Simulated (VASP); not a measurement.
Data:

```xyz
2
Lattice="0.0000 3.1512 3.1512 3.1512 0.0000 3.1512 3.1512 3.1512 0.0000" Properties=species:S:1:pos:R:3 pbc="T T T"
Ba     0.0000     0.0000     0.0000
S      3.1512     3.1512     3.1512
```

These are LDA (Ceperley-Alder, Perdew-Zunger), VASP's LDA PAW potentials (set 64) (plane waves; VASP) values and carry that method's errors. Run with 400 eV cut-off, 7×7×7 Γ-centred mesh, Gaussian smearing of 0.050 eV, potentials Ba_sv S.

Task: Predict the energy per atom (σ→0).

Result: 
- energy per atom (σ→0) = -5587 meV/atom

The absolute energy has meaning only against runs of the same code, potentials and settings.

The structure comes from a computed database's BaS entry (Fm-3m); how it stands against other phases isn't given here. It was relaxed first, which changed the volume by -7 %. The start is the result of an earlier pass.
